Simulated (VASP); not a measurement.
# Li(110), as cut: electronic structure, part 2 of 2

Wanted: what it costs to take an electron out of Li(110), held as cut.

VASP 6.6.1; r2SCAN; plane waves and PAW (Li).

So far. Step 2 (Vacuum level and density of states): The vacuum level lies 3.26 eV above the Fermi level at the upper face; both faces agree, as the slab has next to no dipole.

### 4. Slab, other settings

This step: r2SCAN; plane waves and PAW (Li) (VASP 6.6.1).

The run is repeated with some settings moved, to see what they change.

INCAR reads:

```
SYSTEM = Li
PREC = Normal
ENCUT = 300
EDIFF = 1E-06
NELM = 120
ISMEAR = -1
SIGMA = 0.1
LREAL = .FALSE.
ALGO = Normal
METAGGA = R2SCAN
LASPH = .TRUE.
NBANDS = 10
LORBIT = 11
LWAVE = .FALSE.
LCHARG = .FALSE.
KPAR = 2
IDIPOL = 3
LDIPOL = .TRUE.
DIPOL = 0.5 0.5 0.5
LVHAR = .TRUE.
LVACPOTAV = .TRUE.
```

POSCAR reads:

```
Li
1.0
    2.4678026663     -1.7450000000      0.0000000000
    2.4678026663      1.7450000000      0.0000000000
    0.0000000000      0.0000000000     32.8068159980
Li
7
Direct
    0.0000000000      0.0000000000      0.2743332361
    0.5000000000      0.5000000000      0.3495554908
    0.0000000000      0.0000000000      0.4247777454
    0.5000000000      0.5000000000      0.5000000000
    0.0000000000      0.0000000000      0.5752222546
    0.5000000000      0.5000000000      0.6504445092
    0.0000000000      0.0000000000      0.7256667639
```

KPOINTS reads:

```
Automatic mesh
0
Gamma
6 6 1
0 0 0
```

PAW data sets: Li (PBE family, release 64).

Command:

```bash
> mpirun -np 2 vasp_std
```

What it wrote:

```text
[banner, memory and clock lines left out]
running    2 mpi-ranks, on    1 nodes
 distrk:  each k-point on    1 cores,    2 groups
 distr:  one band on    1 cores,    1 groups

 POSCAR found type information on POSCAR Li
 POSCAR found :  1 types and       7 ions
 [... a notice as in an earlier step ...]

 LDA part: xc-table for (None), standard interpolation
 POSCAR, INCAR and KPOINTS ok, starting setup
 FFT: planning ... GRIDC
 FFT: planning ... GRID_SOFT
 FFT: planning ... GRID
 WAVECAR not read
 entering main loop
       N       E                     dE             d eps       ncg     rms          rms(c)
DAV:   1    -0.854480406682E+01   -0.85448E+01   -0.14954E+03   260   0.271E+02
DAV:   2    -0.163219284228E+02   -0.77771E+01   -0.75025E+01   364   0.345E+01
DAV:   3    -0.167181465298E+02   -0.39622E+00   -0.38823E+00   348   0.790E+00
DAV:   4    -0.167290375132E+02   -0.10891E-01   -0.10889E-01   382   0.174E+00
DAV:   5    -0.167295273120E+02   -0.48980E-03   -0.48979E-03   404   0.330E-01    0.140E+00
DAV:   6    -0.171201719588E+02   -0.39064E+00   -0.24184E+01   382   0.709E+00    0.239E+00
DAV:   7    -0.159520373289E+02    0.11681E+01   -0.11006E+01   328   0.498E+00    0.654E-01
DAV:   8    -0.158724228366E+02    0.79614E-01   -0.19322E+00   340   0.237E+00    0.612E-01
DAV:   9    -0.158827114583E+02   -0.10289E-01   -0.17190E+00   332   0.220E+00    0.394E-01
DAV:  10    -0.158277434427E+02    0.54968E-01   -0.13990E-01   328   0.778E-01    0.160E-01
DAV:  11    -0.158195713875E+02    0.81721E-02   -0.50994E-02   330   0.505E-01    0.858E-02
DAV:  12    -0.158218396390E+02   -0.22683E-02   -0.24483E-02   352   0.393E-01    0.883E-02
DAV:  13    -0.158211569451E+02    0.68269E-03   -0.19921E-02   350   0.293E-01    0.577E-02
DAV:  14    -0.158213197498E+02   -0.16280E-03   -0.11685E-02   364   0.188E-01    0.406E-02
DAV:  15    -0.158217466383E+02   -0.42689E-03   -0.11439E-03   322   0.113E-01    0.163E-02
DAV:  16    -0.158219201475E+02   -0.17351E-03   -0.49260E-04   362   0.558E-02    0.574E-03
DAV:  17    -0.158221125349E+02   -0.19239E-03   -0.10820E-04   328   0.360E-02    0.290E-03
DAV:  18    -0.158221546947E+02   -0.42160E-04   -0.34002E-05   306   0.198E-02    0.136E-03
DAV:  19    -0.158221689419E+02   -0.14247E-04   -0.22301E-06   302   0.643E-03    0.866E-04
DAV:  20    -0.158221871048E+02   -0.18163E-04   -0.51693E-06   300   0.784E-03    0.457E-04
DAV:  21    -0.158221939949E+02   -0.68901E-05   -0.15656E-06   294   0.726E-03    0.441E-04
DAV:  22    -0.158222004031E+02   -0.64082E-05   -0.11277E-06   272   0.569E-03    0.122E-04
DAV:  23    -0.158222012630E+02   -0.85983E-06   -0.14610E-07   270   0.236E-03
 [... a notice as in an earlier step ...]

   1 F= -.15822201E+02 E0= -.15754685E+02  d E =-.135033E+00
```

Elapsed: 30 s, on 2 MPI ranks of AMD EPYC 9R14 (Zen 4), shared host; peak memory 0.28 GiB.

From OUTCAR (step 4):

```text
The static configuration has the point symmetry D_2h.

 Found     13 irreducible k-points:

   k-points           NKPTS =     13   k-points in BZ     NKDIM =     13   number of bands    NBANDS=     10

   NELECT =       7.0000    total number of electrons

 dipolmoment           0.000000      0.000000     -0.000000 electrons x Angstroem

 E-fermi :  -1.2978

 k-point     1 :       0.0000    0.0000    0.0000
  band No.  band energies     occupation
    ...
      3      -4.4383      2.00000
      4      -3.8268      2.00000
      5      -3.0483      2.00000
      6      -2.1829      1.99971
      7      -1.3775      1.37886
      8      -0.9871      0.08563
      9       1.7472      0.00000
     10       1.9831      0.00000

 k-point     2 :       0.1667   -0.0000    0.0000
  band No.  band energies     occupation
    ...
      2      -4.4177      2.00000
      3      -4.0090      2.00000
      4      -3.3961      2.00000
      5      -2.6121      2.00000
      6      -1.7279      1.97326
      7      -0.8740      0.02847
      8      -0.4387      0.00037
      9       2.1488      0.00000
     10       2.4526      0.00000

  Total        0.2004322     -0.1682716     -0.2802944     -0.0000000      0.0000000      0.0000000
  in kB        1.1365227     -0.9541604     -1.5893702     -0.0000000      0.0000000      0.0000000
  external PRESSURE =      -0.4690027 kB  Pullay stress =       0.0000000 kB

 POSITION                                       TOTAL-FORCE (eV/Angst)
 -----------------------------------------------------------------------------------
      0.00000      0.00000      9.00000        -0.000000      0.000000      0.053822
      2.46780      0.00000     11.46780         0.000000      0.000000     -0.037044
      0.00000      0.00000     13.93561         0.000000      0.000000     -0.024240
      2.46780      0.00000     16.40341         0.000000      0.000000      0.000000
      0.00000      0.00000     18.87121         0.000000      0.000000      0.024240
      2.46780      0.00000     21.33901        -0.000000      0.000000      0.037044
      0.00000      0.00000     23.80682        -0.000000      0.000000     -0.053822
 -----------------------------------------------------------------------------------
    total drift:                                0.000000      0.000000      0.000000

  FREE ENERGIE OF THE ION-ELECTRON SYSTEM (eV)
  ---------------------------------------------------
  free  energy   TOTEN  =       -15.8222012630 eV

  energy  without entropy=      -15.6871680266  energy(sigma->0) =      -15.75468464

 vacuum level on the upper side and lower side of the slab         2.008         2.008

 total charge
# of ion       s       p       d       tot
------------------------------------------
    1        0.119   0.070   0.000   0.189
    2        0.113   0.091   0.000   0.204
    3        0.115   0.090   0.000   0.205
    4        0.115   0.090   0.000   0.205
    5        0.115   0.090   0.000   0.205
    6        0.113   0.091   0.000   0.204
    7        0.119   0.070   0.000   0.189
--------------------------------------------------
tot          0.809   0.591   0.000   1.400

[... 6 parts as in an earlier step ...]

[... 6 further parts left out ...]
```

Settings moved on purpose: a k-mesh of 6×6×1 in place of 14×14×1. The run ended without an error; the comparison shows what it cost.

Against the run that it repeats, NBANDS also differs.

Side by side:

```tsv
quantity	this run	the run it repeats	difference
energy at zero smearing (eV)	-15.755	-15.830	0.0755
free energy (TOTEN) (eV)	-15.822	-15.886	0.0639
Fermi energy (eV)	-1.2978	-1.2718	-0.0260
```

The two runs differ clearly in the energy at zero smearing: -15.8 eV against -15.8 eV.

The total energy moves by 10.8 meV an atom.

### 5. What came out

* work function of the slab: 3.26 eV

**Reading.** The work function is 3.26 eV at both faces. No atom was relaxed. The cell in the plane was kept as given and was not relaxed here.

[Lines on the potential files, build, host, timing and source positions are cut from VASP's logs without a mark.]

[Logs are printed without paths, hosts, clocks, repeated set-up lines and the standing remarks that a program may print on its own settings, such as how far it seeks lower states.]

[Hosts, paths, dates, database ids (printed as entryN), source tags and the programs' standing remarks are cut or masked in the printed files.]

[In band tables of VASP the shares of atoms and orbitals are scaled to a sum of 1 inside the atoms' spheres.]

[Runs that stopped without an error message from VASP are left out.]
